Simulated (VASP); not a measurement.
# Sr2SO (P4/mmm) in VASP: single point with LDA

Aim: the single point of Sr2SO with LDA.

Program: VASP 6.6.1. These are calculated values, not measurements. Logs are shortened: lines on timing, memory, paths and dates and some standing lists are left out, and cuts for length are marked.

**1. Starting point**

The structure is tetragonal, space group P4/mmm (No. 123). The conventional cell has a = 4.043 Å, b = 4.043 Å, c = 5.718 Å, α = 90.00°, β = 90.00°, γ = 90.00°. Sr (site symmetry 4/mmm) is surrounded by 4 O at 2.86 Å and 2 S at 2.86 Å. Around Sr (site symmetry 4/mmm) lie 4 S at 2.86 Å and 2 O at 2.86 Å. Around S (site symmetry 4/mmm) lie 6 Sr at 2.86 Å. O (site symmetry 4/mmm) is surrounded by 6 Sr at 2.86 Å.

The cell comes from a database or a generator and needn't be the stable form of this composition.

**2. Single point, LDA**

Input file INCAR:

```
PREC = Accurate
ENCUT = 520
EDIFF = 1E-7
ISMEAR = -1
SIGMA = 0.01
LREAL = F
LASPH = T
NELM = 100
ALGO = Normal
ISIF = 2
LWAVE = F
LCHARG = F
NBANDS = 24
```

Input file KPOINTS:

```
Automatic mesh
0
Gamma
  2 2 2
```

Input file POSCAR:

```
Sr2SO
1.0
    4.0432000000      0.0000000000      0.0000000000
    0.0000000000      4.0432000000      0.0000000000
    0.0000000000      0.0000000000      5.7180000000
Sr S O
2 1 1
Direct
    0.0000000000      0.0000000000      0.0000000000
    0.5000000000      0.5000000000      0.5000000000
    0.0000000000      0.0000000000      0.5000000000
    0.5000000000      0.5000000000      0.0000000000
```

Potentials or basis: VASP PAW LDA potentials, release 64 (Sr_sv, S, O).

Launch:

```
$ cat potpaw_LDA.64/Sr_sv/POTCAR potpaw_LDA.64/S/POTCAR potpaw_LDA.64/O/POTCAR > POTCAR
$ mpirun -np 1 vasp_std > vasp.out
```

OUTCAR:

```text
PREC = Accurate
   ENCUT = 520
   EDIFF = 1E-7
   ISMEAR = -1
   LREAL = F
   LASPH = T
   NELM = 100
   ISIF = 2

 ion  position               nearest neighbor table
   1  0.000  0.000  0.000-   4 2.86   4 2.86   4 2.86   4 2.86   3 2.86   3 2.86   2 4.04   2 4.04
                             2 4.04   2 4.04   2 4.04   2 4.04   2 4.04   2 4.04
   2  0.500  0.500  0.500-   3 2.86   3 2.86   3 2.86   3 2.86   4 2.86   4 2.86   1 4.04   1 4.04
                             1 4.04   1 4.04   1 4.04   1 4.04   1 4.04   1 4.04
   3  0.000  0.000  0.500-   2 2.86   2 2.86   2 2.86   2 2.86   1 2.86   1 2.86
   4  0.500  0.500  0.000-   1 2.86   1 2.86   1 2.86   1 2.86   2 2.86   2 2.86

  LATTYP: Found a simple tetragonal cell.
 ALAT       =     4.0432000000
 C/A-ratio  =     1.4142263554

  Lattice vectors:

 A1 = (   4.0432000000,   0.0000000000,   0.0000000000)
 A2 = (   0.0000000000,   4.0432000000,   0.0000000000)
 A3 = (   0.0000000000,   0.0000000000,   5.7180000000)

Analysis of symmetry for initial positions (statically):
=====================================================================
 Subroutine PRICEL returns:
 Original cell was already a primitive cell.

 Routine SETGRP: Setting up the symmetry group for a
 simple tetragonal supercell.

 Subroutine GETGRP returns: Found 16 space group operations
 (whereof 16 operations were pure point group operations)
 out of a pool of 16 trial point group operations.

The static configuration has the point symmetry D_4h.

Analysis of symmetry for dynamics (positions and initial velocities):
=====================================================================
 Subroutine PRICEL returns:
 Original cell was already a primitive cell.

 Routine SETGRP: Setting up the symmetry group for a
 simple tetragonal supercell.

 Subroutine GETGRP returns: Found 16 space group operations
 (whereof 16 operations were pure point group operations)
 out of a pool of 16 trial point group operations.

The dynamic configuration has the point symmetry D_4h.

 Subroutine INISYM returns: Found 16 space group operations
 (whereof 16 operations are pure point group operations),
 and found     1 'primitive' translations

----------------------------------------------------------------------------------------

                                     Primitive cell

  volume of cell :      93.4748

  direct lattice vectors                    reciprocal lattice vectors
     4.043200000  0.000000000  0.000000000     0.247328848  0.000000000  0.000000000
     0.000000000  4.043200000  0.000000000     0.000000000  0.247328848  0.000000000
     0.000000000  0.000000000  5.718000000     0.000000000  0.000000000  0.174886324

  length of vectors
     4.043200000  4.043200000  5.718000000     0.247328848  0.247328848  0.174886324

  position of ions in fractional coordinates (direct lattice)
     0.000000000  0.000000000  0.000000000
     0.500000000  0.500000000  0.500000000
     0.000000000  0.000000000  0.500000000
     0.500000000  0.500000000  0.000000000

  ion indices of the primitive-cell ions
   primitive index   ion index
                 1           1
                 2           2
                 3           3
                 4           4

----------------------------------------------------------------------------------------

 KPOINTS: Automatic mesh

Automatic generation of k-mesh.
 Grid dimensions read from file:
 generate k-points for:    2    2    2

 Generating k-lattice:

  Cartesian coordinates                     Fractional coordinates (reciprocal lattice)
     0.123664424  0.000000000  0.000000000     0.500000000  0.000000000  0.000000000
     0.000000000  0.123664424  0.000000000     0.000000000  0.500000000  0.000000000
     0.000000000  0.000000000  0.087443162     0.000000000  0.000000000  0.500000000

  Length of vectors
     0.123664424  0.123664424  0.087443162

  Shift w.r.t. Gamma in fractional coordinates (k-lattice)
     0.000000000  0.000000000  0.000000000

 Subroutine IBZKPT returns following result:
 ===========================================

 Found      6 irreducible k-points:

 Following reciprocal coordinates:
            Coordinates               Weight
  0.000000  0.000000  0.000000      1.000000
  0.500000  0.000000  0.000000      2.000000
  0.500000  0.500000  0.000000      1.000000
  0.000000  0.000000  0.500000      1.000000
  0.500000  0.000000  0.500000      2.000000
  0.500000  0.500000  0.500000      1.000000
   k-points           NKPTS =      6   k-points in BZ     NKDIM =      6   number of bands    NBANDS=     24
   number of dos      NEDOS =    301   number of ions     NIONS =      4
   total plane-waves  NPLWV =  43200
   dimension x,y,z NGX =    30 NGY =   30 NGZ =   48
   dimension x,y,z NGXF=    60 NGYF=   60 NGZF=   96
   ions per type =               2   1   1
   NGX,Y,Z   is equivalent  to a cutoff of  12.34, 12.34, 13.96 a.u.
   NGXF,Y,Z  is equivalent  to a cutoff of  24.67, 24.67, 27.91 a.u.
 SYSTEM =  unknown system
   PREC   = accura    normal or accurate (medium, high low for compatibility)
   ISTART =      0    job   : 0-new  1-cont  2-samecut
   ICHARG =      2    charge: 1-file 2-atom 10-const
   ISPIN  =      1    spin polarized calculation?
   LNONCOLLINEAR =      F non collinear calculations
   LSORBIT =      F    spin-orbit coupling
   LASPH  =      T    aspherical Exc in radial PAW
   ENCUT  =  520.0 eV  38.22 Ry    6.18 a.u.   7.52  7.52 10.63*2*pi/ulx,y,z
   NELM   =    100;   NELMIN=  2; NELMDL= -5     # of ELM steps
   EDIFF  = 0.1E-06   stopping-criterion for ELM
   LREAL  =      F    real-space projection
   EDIFFG = 0.1E-05   stopping-criterion for IOM
   NSW    =      0    number of steps for IOM
   IBRION =     -1    ionic relax: 0-MD 1-quasi-New 2-CG
   NFREE  =      0    steps in history (QN), initial steepest desc. (CG)
   ISIF   =      2    stress and relaxation
   ISYM   =      2    0-nonsym 1-usesym 2-fastsym
   POTIM  = 0.5000    time-step for ionic-motion
   TEBEG  =    0.0;   TEEND  =   0.0 temperature during run
   PSTRESS=    0.0 pullay stress
   NELECT =      32.0000    total number of electrons
   NUPDOWN=      -1.0000    fix difference up-down
   EMIN   =  10.00;   EMAX   =-10.00  energy-range for DOS
   EFERMI =   0.00;   METHOD = LEGACY
   ISMEAR =    -1;   SIGMA  =   0.01  broadening in eV -4-tet -1-fermi 0-gaus
   EFERMI_NEDOS =   21; number of points for ismear=-14 and -15
   IALGO  =     38    algorithm
   IMIX   =      4    mixing-type and parameters
     AMIX     =   0.40;   BMIX     =  1.00
     AMIX_MAG =   1.60;   BMIX_MAG =  1.00
  volume/ion in A,a.u.               =      23.37       157.70
  Fermi-wavevector in a.u.,A,eV,Ry     =   1.145232  2.164174 17.844792  1.311555
  Thomas-Fermi vector in A             =   2.281921
   LORBIT       =      0    0 simple, 1 ext, 2 COOP (PROOUT), +10 PAW based schemes
   GGA     = CA    functional components
   LHFCALC =     F    Hartree Fock is set to
   AEXX    =    0.0000 exact exchange contribution
   IVDW    =     0    specifies the selected vdW correction
   LEPSILON=     F    determine dielectric tensor
   LRPA    =     F    only Hartree local field effects (RPA)
 non-spin polarized calculation
  energy-cutoff  :      520.00
  volume of cell :       93.47
 maximum number of plane-waves:      2566
   NGX = 15   NGY = 15   NGZ = 21

 number of electron      31.9999994 magnetization

 Free energy of the ion-electron system (eV)
  ---------------------------------------------------
  ext. energy  EPLUGINS =         0.00000000
  ---------------------------------------------------
  free energy    TOTEN  =       -22.92580126 eV

  energy without entropy =      -22.92580126  energy(sigma->0) =      -22.92580126

 E-fermi :   1.8352     XC(G=0):  -9.5402

 val. band max:        1.6103366074   @ k =   0.0000   0.0000   0.0000
 cond. band min:       3.6336143800   @ k =   0.0000   0.0000   0.0000
 fundamental gap:      2.0232777727
 Fermi energy:         1.8351942474

 k-point     1 :       0.0000    0.0000    0.0000
  band No.  band energies     occupation
      1     -31.7345      2.00000
      2     -31.6835      2.00000
      3     -14.1480      2.00000
      4     -13.9135      2.00000
      5     -13.9135      2.00000
      6     -13.6934      2.00000
      7     -13.6898      2.00000
      8     -13.6898      2.00000
      9     -12.6871      2.00000
     10      -9.5984      2.00000
     11       0.2695      2.00000
     12       1.0680      2.00000
     13       1.0680      2.00000
     14       1.5812      2.00000
     15       1.6103      2.00000
     16       1.6103      2.00000
     17       3.6336      0.00000
     18       4.2892      0.00000
     19       6.0462      0.00000
     20       6.0462      0.00000
     21       6.3656      0.00000
     22       6.9321      0.00000
     23       6.9570      0.00000
     24       8.4021      0.00000

 k-point     2 :       0.5000    0.0000    0.0000
  band No.  band energies     occupation
      1     -31.7050      2.00000
      2     -31.6876      2.00000
      3     -14.3343      2.00000
      4     -14.2362      2.00000
      5     -14.0100      2.00000
      6     -13.8343      2.00000
      7     -13.7896      2.00000
      8     -13.6934      2.00000
      9     -12.2004      2.00000
     10      -8.7928      2.00000
     11      -1.1861      2.00000
     12      -0.0075      2.00000
     13       0.3340      2.00000
     14       0.3579      2.00000
     15       1.0188      2.00000
     16       1.1251      2.00000
     17       5.8067      0.00000
     18       6.8079      0.00000
     19       7.1099      0.00000
     20       7.2725      0.00000
     21       7.4782      0.00000
     22       8.0396      0.00000
     23       8.0569      0.00000
     24       8.4851      0.00000

 k-point     3 :       0.5000    0.5000    0.0000
  band No.  band energies     occupation
      1     -31.6945      2.00000
      2     -31.6746      2.00000
      3     -14.1646      2.00000
      4     -14.1646      2.00000
      5     -13.9872      2.00000
      6     -13.8388      2.00000
      7     -13.8388      2.00000
      8     -13.7642      2.00000
      9     -12.6455      2.00000
     10      -9.3770      2.00000
     11       0.1905      2.00000
     12       0.1905      2.00000
     13       0.8830      2.00000
     14       1.3397      2.00000
     15       1.3397      2.00000
     16       1.4409      2.00000
     17       3.8133      0.00000
     18       3.8133      0.00000
     19       6.9058      0.00000
     20       7.9041      0.00000
     21       8.6142      0.00000
     22       9.0883      0.00000
     23       9.9343      0.00000
     24      10.1687      0.00000

 k-point     4 :       0.0000    0.0000    0.5000
  band No.  band energies     occupation
      1     -31.7159      2.00000
      2     -31.7017      2.00000
      3     -14.1385      2.00000
      4     -14.0220      2.00000
      5     -13.8828      2.00000
      6     -13.8828      2.00000
      7     -13.7210      2.00000
      8     -13.7210      2.00000
      9     -12.4012      2.00000
     10      -9.2326      2.00000
     11      -0.7300      2.00000
     12       0.6137      2.00000
     13       0.9817      2.00000
     14       0.9817      2.00000
     15       1.4841      2.00000
     16       1.4841      2.00000
     17       4.0087      0.00000
     18       5.4756      0.00000
     19       5.6371      0.00000
     20       6.6111      0.00000
     21       7.0719      0.00000
     22       7.6598      0.00000
     23       7.6598      0.00000
     24       8.5847      0.00000

 k-point     5 :       0.5000    0.0000    0.5000
  band No.  band energies     occupation
      1     -31.7046      2.00000
      2     -31.6873      2.00000
      3     -14.5421      2.00000
      4     -14.4274      2.00000
      5     -13.8490      2.00000
      6     -13.8336      2.00000
      7     -13.6923      2.00000
      8     -13.6725      2.00000
      9     -12.0458      2.00000
     10      -8.4788      2.00000
     11      -1.4282      2.00000
     12      -0.9980      2.00000
     13      -0.1096      2.00000
     14       0.6057      2.00000
     15       0.7981      2.00000
     16       0.9555      2.00000
     17       6.6847      0.00000
     18       7.0186      0.00000
     19       7.4576      0.00000
     20       7.6621      0.00000
     21       8.3368      0.00000
     22       8.4948      0.00000
     23       8.9094      0.00000
     24       9.0050      0.00000

 k-point     6 :       0.5000    0.5000    0.5000
  band No.  band energies     occupation
      1     -31.6941      2.00000
      2     -31.6744      2.00000
      3     -14.1108      2.00000
      4     -14.1108      2.00000
      5     -14.0853      2.00000
      6     -13.9623      2.00000
      7     -13.8954      2.00000
      8     -13.8954      2.00000
      9     -12.3722      2.00000
     10      -9.0272      2.00000
     11      -0.3067      2.00000
     12       0.1212      2.00000
     13       0.1212      2.00000
     14       0.8452      2.00000
     15       1.0168      2.00000
     16       1.0168      2.00000
     17       5.6284      0.00000
     18       5.6284      0.00000
     19       7.0441      0.00000
     20       7.0441      0.00000
     21       7.9903      0.00000
     22       8.3336      0.00000
     23       9.0775      0.00000
     24       9.9380      0.00000

------------------------ aborting loop because EDIFF is reached ----------------------------------------

  FORCE on cell =-STRESS in cart. coord.  units (eV):
  Direction    XX          YY          ZZ          XY          YZ          ZX
  --------------------------------------------------------------------------------------
  -------------------------------------------------------------------------------------
  Total       -1.7678781     -1.7678781     -2.2698696      0.0000000      0.0000000      0.0000000
  in kB      -30.3017912    -30.3017912    -38.9060274      0.0000000      0.0000000      0.0000000
  external PRESSURE =     -33.1698699 kB  Pullay stress =       0.0000000 kB

 VOLUME and BASIS-vectors are now :
 -----------------------------------------------------------------------------
  energy-cutoff  :      520.00
  volume of cell :       93.47
      direct lattice vectors                 reciprocal lattice vectors
     4.043200000  0.000000000  0.000000000     0.247328848  0.000000000  0.000000000
     0.000000000  4.043200000  0.000000000     0.000000000  0.247328848  0.000000000
     0.000000000  0.000000000  5.718000000     0.000000000  0.000000000  0.174886324

 POSITION                                       TOTAL-FORCE (eV/Angst)
 -----------------------------------------------------------------------------------
      0.00000      0.00000      0.00000         0.000000      0.000000      0.000000
      2.02160      2.02160      2.85900         0.000000      0.000000      0.000000
      0.00000      0.00000      2.85900         0.000000      0.000000      0.000000
      2.02160      2.02160      0.00000         0.000000      0.000000      0.000000
 -----------------------------------------------------------------------------------
    total drift:                                0.000000      0.000000     -0.000000

  FREE ENERGIE OF THE ION-ELECTRON SYSTEM (eV)
  ---------------------------------------------------
  free  energy   TOTEN  =       -22.9258012557 eV

  energy  without entropy=      -22.9258012557  energy(sigma->0) =      -22.92580126
```

It took 14 s on 1 thread of Intel Xeon Platinum 8488C (Sapphire Rapids), shared host; peak memory 0.17 GiB.

What came out:

```
Free energy            : -22.9258 eV
Pressure               : -3.3 GPa
Band gap on the k mesh : 2.02 eV, direct
```

Levels at points of the mesh, in eV from the valence-band top:
```
           k point  band 12  band 13  band 14  band 15  band 16  band 17  band 18  band 19  band 20  band 21
(0.00, 0.00, 0.00)    -0.54    -0.54    -0.03     0.00     0.00     2.02     2.68     4.44     4.44     4.76
(0.50, 0.00, 0.00)    -1.62    -1.28    -1.25    -0.59    -0.49     4.20     5.20     5.50     5.66     5.87
(0.50, 0.50, 0.00)    -1.42    -0.73    -0.27    -0.27    -0.17     2.20     2.20     5.30     6.29     7.00
(0.00, 0.00, 0.50)    -1.00    -0.63    -0.63    -0.13    -0.13     2.40     3.87     4.03     5.00     5.46
(0.50, 0.00, 0.50)    -2.61    -1.72    -1.00    -0.81    -0.65     5.07     5.41     5.85     6.05     6.73
(0.50, 0.50, 0.50)    -1.49    -1.49    -0.77    -0.59    -0.59     4.02     4.02     5.43     5.43     6.38
```

Caveat: the k mesh is coarse (spacing up to 0.78 Å⁻¹), so the values aren't converged. Expect the measured gap to be larger: semilocal functionals such as LDA lack the derivative discontinuity.
